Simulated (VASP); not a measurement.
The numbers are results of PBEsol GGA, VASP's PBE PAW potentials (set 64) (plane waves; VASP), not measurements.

The input files of a VASP run:

**KPOINTS**
```
Automatic mesh
0
Gamma
7 7 4
0 0 0
```

### INCAR
```
ALGO  =  Normal
EDIFF  =  1E-7
EDIFFG  =  -0.01
ENCUT  =  520
GGA  =  PS
IBRION  =  2
ISIF  =  4
ISMEAR  =  0
LASPH  =  .TRUE.
LCHARG  =  .FALSE.
LMAXMIX  =  6
LREAL  =  .FALSE.
LWAVE  =  .FALSE.
NELM  =  100
NSW  =  30
PREC  =  Accurate
SIGMA  =  0.05
SYSTEM  =  La2O3
```

**POSCAR**
```
La2O3
1
    1.9322682529    -3.3467867004     0.0000000000
    1.9322682529     3.3467867004     0.0000000000
    0.0000000000     0.0000000000     5.9793906893
La O
2 3
Direct
  0.3333330000   0.6666670000   0.2454606569
  0.6666670000   0.3333330000   0.7545393431
  1.0000000000   0.0000000000   0.0000000000
  0.3333330000   0.6666670000   0.6457165974
  0.6666670000   0.3333330000   0.3542834026
```

POTCAR, in this order: La O (PBE.64 set). Program: vasp_std.

Problem. Estimate the energy per atom (σ→0).

Solution. 
- energy per atom (σ→0): -8.736 eV/atom

File OSZICAR:
```
...
DAV:   2    -0.436802948448E+02   -0.26136E-03   -0.26886E-03  2112   0.600E-01    0.232E-02
DAV:   3    -0.436802906645E+02    0.41802E-05   -0.83470E-05  2472   0.927E-02    0.170E-02
DAV:   4    -0.436802811596E+02    0.95049E-05   -0.58038E-05  1952   0.634E-02    0.520E-03
DAV:   5    -0.436802818453E+02   -0.68567E-06   -0.12136E-05  2272   0.365E-02    0.310E-03
DAV:   6    -0.436802819792E+02   -0.13394E-06   -0.29935E-06  2256   0.126E-02    0.222E-03
DAV:   7    -0.436802819039E+02    0.75363E-07   -0.11392E-06  1912   0.913E-03    0.111E-03
DAV:   8    -0.436802819036E+02    0.24875E-09   -0.13060E-07  1128   0.493E-03
   7 F= -.43680282E+02 E0= -.43680282E+02  d E =-.320148E-03
```

The compound is La2O3 in the a-type structure. This cell is one point of a volume scan, at 0.97 of the reference volume. Symmetry was kept, so distortions that lower it aren't found.
